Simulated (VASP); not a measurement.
Data:

```
CELL_PARAMETERS angstrom
      1.60547    -2.78076     0.00000
      1.60547     2.78076     0.00000
      0.00000     0.00000     5.16099
ATOMIC_POSITIONS crystal
  Zr 0.33333 0.66667 0.25000
  Zr 0.66667 0.33333 0.75000
```

Level of theory: PBE GGA with D4 dispersion, VASP's PBE PAW potentials (set 64) (plane waves; VASP). Settings: 520 eV cut-off, Gaussian smearing of 0.050 eV, potentials Zr_sv.

**Question.** Predict the band gap (along the path) with the smallest direct gap where there is one.

**Answer.** 
```yaml
band gap (along the path): none (metal, semimetal or under 0.01 eV)
```

Total energies compare only between runs with the same potentials, cut-off and functional.

The compound is Zr in the hcp structure. It was relaxed first.
